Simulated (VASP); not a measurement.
Set up this calculation in VASP 6.6.1, as the native input.

| Property | Result |
| --- | --- |
| Task | single point |
| Functional | PBE |
| Potentials or basis | VASP PAW PBE potentials, release 64 (Cl, Si, Br, H) |
| Cutoff | 520 eV |
| k mesh | 1 × 1 × 1 |
| Occupations | gaussian, width 0.01 eV |
| Spin | no spin polarisation |
| Further INCAR settings | ALGO = Normal; EDIFF = 1e-07; NBANDS = 18 |

The structure of ClSiBrH2 lies in POSCAR:

```
SiH2BrCl
1.0
   12.0000000000      0.0000000000      0.0000000000
    0.0000000000     12.0000000000      0.0000000000
    0.0000000000      0.0000000000     12.0000000000
Cl Si Br H
1 1 1 2
Direct
    0.4081708300      0.4570166700      0.6258791700
    0.4962458300      0.4952750000      0.4855041700
    0.4010541700      0.6117250000      0.3797875000
    0.5151708300      0.3917750000      0.4218291700
    0.6011125000      0.5501583300      0.5189125000
```

The input as run:

INCAR

```
SYSTEM = SiH2BrCl
PREC = Accurate
ENCUT = 520
EDIFF = 1E-7
ISMEAR = 0
SIGMA = 0.01
LREAL = .False.
LASPH = .True.
NELM = 80
ALGO = Normal
ISIF = 2
LWAVE = .False.
LCHARG = .False.
GGA = PE
NBANDS = 18
```

KPOINTS

```
regular mesh
0
Gamma
  1 1 1
  0 0 0
```

Potentials or basis: VASP PAW PBE potentials, release 64 (Cl, Si, Br, H).

Command:

```sh
$ cat potpaw_PBE.64/Cl/POTCAR potpaw_PBE.64/Si/POTCAR potpaw_PBE.64/Br/POTCAR potpaw_PBE.64/H/POTCAR > POTCAR
$ mpirun -np 1 vasp_gam > vasp.out
```

It gave:

```json
{"Largest force": "0.235 eV/Å", "Gap between the frontier levels": "5.96 eV"}
```

Run time: 3.3 min on 1 thread of Intel(R) Xeon(R) Platinum 8375C CPU @ 2.90GHz (Ice Lake), on a shared host, peak memory 1.3 GiB.
